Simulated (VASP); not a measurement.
Relaxed, unreconstructed slabs of MgS (rock salt). Method: r2SCAN meta-GGA, VASP's PBE PAW potentials (set 64) (plane waves; VASP).

Slab and bulk use different k-meshes, so the surface energy is good to a few per cent at best.

Question: Order the faces (100) [8 atoms], (110) [12 atoms] by surface energy, lowest first.

Answer: (100) [8 atoms] (0.49 J/m²), (110) [12 atoms] (1.03 J/m²)

Runs of the series that failed, ran out of time, didn't relax or are held back are left out, and each face is given by its thickest slab.

The cell is a thin slab with vacuum, built from MgS (rock salt).
